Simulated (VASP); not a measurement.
OSZICAR of a VASP run on Ga:

### OSZICAR
```
       N       E                     dE             d eps       ncg     rms           ort
SDA:   1    -0.661836309846E+00   -0.66184E+00    0.00000E+00    11   0.327E+00   0.000E+00
CGA:   2    -0.698980215285E+00   -0.37144E-01   -0.37439E-01    11   0.256E-01  -0.847E-03
CGA:   3    -0.703329716615E+00   -0.43495E-02   -0.43499E-02    11   0.698E-02   0.309E-04
CGA:   4    -0.705119681956E+00   -0.17900E-02   -0.17866E-02    11   0.125E-02   0.508E-04
CGA:   5    -0.705486985578E+00   -0.36730E-03   -0.36655E-03    11   0.496E-03   0.722E-05
CGA:   6    -0.705637744862E+00   -0.15076E-03   -0.15080E-03    11   0.181E-03  -0.807E-06
CGA:   7    -0.705682315954E+00   -0.44571E-04   -0.44570E-04    11   0.867E-04   0.210E-08
CGA:   8    -0.705703944037E+00   -0.21628E-04   -0.21626E-04    11   0.312E-04   0.485E-07
CGA:   9    -0.705710479866E+00   -0.65358E-05   -0.65367E-05    11   0.887E-05   0.656E-07
CGA:  10    -0.705712893028E+00   -0.24132E-05   -0.24156E-05    11   0.495E-05  -0.476E-07
CGA:  11    -0.705714053927E+00   -0.11609E-05   -0.11609E-05    11   0.192E-05   0.434E-08
CGA:  12    -0.705714661113E+00   -0.60719E-06   -0.60653E-06    11   0.101E-05   0.816E-08
   1 F= -.70571466E+00 E0= -.70571466E+00  d E =-.225276E-28  mag=     1.0000
```

Question: Which electronic solver shows in the log?

Answer: It is steepest descent (the opening step of the all-band solvers) and then all-band conjugate gradients (ALGO = All or Conjugate). The INCAR had ALGO = All.

Question: How was spin treated?

Answer: Collinear spin (ISPIN = 2): the summary line carries one mag value, 1.00 μB in the cell.

Question: Can the final energy be trusted as converged?

Answer: The run converged. It stopped with EDIFF = 1E-6, NELM = 200 (HSE06 screened hybrid, plane waves, VASP's PBE PAW potentials (set 64)). The atom may not be in its lowest state.

The cell is a free atom in a box. The total moment is imposed (NUPDOWN), so this need not be the lowest spin state.
